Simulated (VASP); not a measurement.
All values below come from LDA (Ceperley-Alder, Perdew-Zunger), VASP's LDA PAW potentials (set 64) (plane waves; VASP 6.6.1).

A VASP calculation is set up with these files.

### INCAR
```
! general
SYSTEM  = AlInSb2
PREC    = Accurate
ENCUT   = 400
LREAL   = .FALSE.
LASPH   = .TRUE.

! electronic loop
EDIFF   = 1E-6
NELM    = 100
ALGO    = Normal
LMAXMIX = 4

! smearing
ISMEAR  = 0
SIGMA   = 0.05

! ions
IBRION  = 2
NSW     = 60
ISIF    = 3
EDIFFG  = -0.02

! output
LWAVE   = .FALSE.
LCHARG  = .FALSE.
```

File KPOINTS:
```
Automatic mesh
0
Gamma
5 5 5
0 0 0
```

POSCAR:
```
AlInSb2
1
    2.2306313007     1.2878557917     7.2226604558
   -2.2306313007     1.2878557917     7.2226604558
    0.0000000000    -2.5757115834     7.2226604558
Al In Sb
1 1 2
Direct
  0.0005681904   0.0005681904   0.0005681904
  0.4996359031   0.4996359031   0.4996359031
  0.8790780282   0.8790780282   0.8790780282
  0.3707108782   0.3707108782   0.3707108782
```

POTCAR, in this order: Al In_d Sb (LDA.64 set). Program: vasp_std.

Unless said otherwise, spin-orbit coupling is left out, though it shifts the bands of the heavy elements here.

Q: Predict the energy per atom (σ→0), volume per atom, band gap (on the k-mesh).

A: 
```
Property                           Value
------------------------  --------------
energy per atom (σ→0)     -4.350 eV/atom
band gap (on the k-mesh)         0.50 eV
volume per atom           31.02 Å^3/atom
```

### OSZICAR
```
...
   3 F= -.17398454E+02 E0= -.17398454E+02  d E =-.526295E-03
       N       E                     dE             d eps       ncg     rms          rms(c)
DAV:   1    -0.173984881027E+02   -0.33410E-04   -0.12041E-02   702   0.658E-01    0.375E-02
DAV:   2    -0.173985242896E+02   -0.36187E-04   -0.45910E-04   958   0.183E-01    0.176E-02
DAV:   3    -0.173985207057E+02    0.35839E-05   -0.10268E-05   889   0.420E-02    0.118E-02
DAV:   4    -0.173985189012E+02    0.18045E-05   -0.33174E-06   684   0.263E-02    0.420E-03
DAV:   5    -0.173985187438E+02    0.15736E-06   -0.80948E-07   375   0.984E-03
   4 F= -.17398519E+02 E0= -.17398519E+02  d E =-.650332E-04
```

The structure comes from a computed database's AlInSb2 entry (R3m); how it stands against other phases isn't given here. This run relaxes it. Symmetry was kept, so distortions that lower it aren't found. The start is the result of an earlier pass.
